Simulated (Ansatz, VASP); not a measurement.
## Two plane-wave programs on CdSiN2

```
Cd N Si
1.0
     2.91384    0.00000    0.00000
     0.00000    2.91384    0.00000
     0.00000    0.00000    4.90787
Cd N Si
1 2 1
Direct
  0.00000 0.00000 0.00000
  0.00000 0.50000 0.31667
  0.50000 0.00000 0.68333
  0.50000 0.50000 0.50000
```

Change from the starting cell: hydrostatic strain -4.0%.

Alike in both runs: task single point; functional PBE; k mesh 8 × 8 × 6; occupations fermi-dirac, width 0.02 eV; no spin polarisation.

|  | VASP | Ansatz |
| --- | --- | --- |
| version | VASP 6.6.1 | Ansatz 0.2.0 |
| potentials or method | VASP PAW PBE potentials, release 64 (Cd, N, Si) | plane waves, PAW |
| plane-wave cutoff (eV) | 520 | 420 |
| valence electrons in the cell | 26 | 34 |

```tsv
	VASP	Ansatz	Ansatz less VASP
gap on the k mesh at the Fermi level (eV)	1.90	1.85	-0.047
pressure (GPa)	36.7	35.2	-1.41
largest component of the traceless stress (GPa)	2.04	1.45	-0.582
rms of the force components (eV/Å)	0.017	0.056	+0.0389
```

The functional is the same, so the differences come from potentials, cutoffs and numerics. The two sets of potentials don't hold the same shells in valence.

Caveats: so large a pressure means that the cell lies far from this level's equilibrium, or that cutoff or potentials fall short (VASP). A k mesh can miss the band edges.
